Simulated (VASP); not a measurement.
OSZICAR of a VASP run on KI (space group Fm-3m):

**OSZICAR**
```
       N       E                     dE             d eps       ncg     rms          rms(c)
DAV:   1     0.684538328177E+02    0.68454E+02   -0.48951E+03   384   0.736E+02
DAV:   2    -0.174071912831E+01   -0.70195E+02   -0.66837E+02   504   0.196E+02
DAV:   3    -0.544982934472E+01   -0.37091E+01   -0.36988E+01   504   0.451E+01
DAV:   4    -0.564505927802E+01   -0.19523E+00   -0.19509E+00   672   0.905E+00
DAV:   5    -0.564594300534E+01   -0.88373E-03   -0.88370E-03   492   0.657E-01    0.311E+00
DAV:   6    -0.555977605993E+01    0.86167E-01   -0.12501E-01   456   0.218E+00    0.223E+00
DAV:   7    -0.555516813303E+01    0.46079E-02   -0.13731E-01   460   0.204E+00    0.795E-01
DAV:   8    -0.556061766297E+01   -0.54495E-02   -0.14769E-02   488   0.830E-01    0.990E-02
DAV:   9    -0.556115304779E+01   -0.53538E-03   -0.96416E-04   480   0.201E-01    0.753E-02
DAV:  10    -0.556135680124E+01   -0.20375E-03   -0.20118E-04   464   0.932E-02    0.190E-02
DAV:  11    -0.556137570668E+01   -0.18905E-04   -0.36825E-05   480   0.363E-02    0.115E-02
DAV:  12    -0.556137821709E+01   -0.25104E-05   -0.46989E-06   452   0.169E-02    0.108E-02
DAV:  13    -0.556137776109E+01    0.45601E-06   -0.11402E-06   364   0.684E-03
   1 F= -.55613778E+01 E0= -.55613778E+01  d E =-.109049E-10
```

Question: Which electronic solver shows in the log?

Answer: It is blocked Davidson (ALGO = Normal, or the opening steps of other solvers). The INCAR had ALGO = Normal.

Question: Can the final energy be trusted as converged?

Answer: The run converged. It stopped with EDIFF = 1E-6, NELM = 100 (PBE GGA, plane waves, VASP's PBE PAW potentials (set 64)).

The structure comes from a computed database's KI entry; how it stands against other phases isn't given here. The cell was not relaxed at this level. The run is one of a series of settings (KPOINTS 6×6×6 Γ-centred mesh against the base run), some of them coarse on purpose.
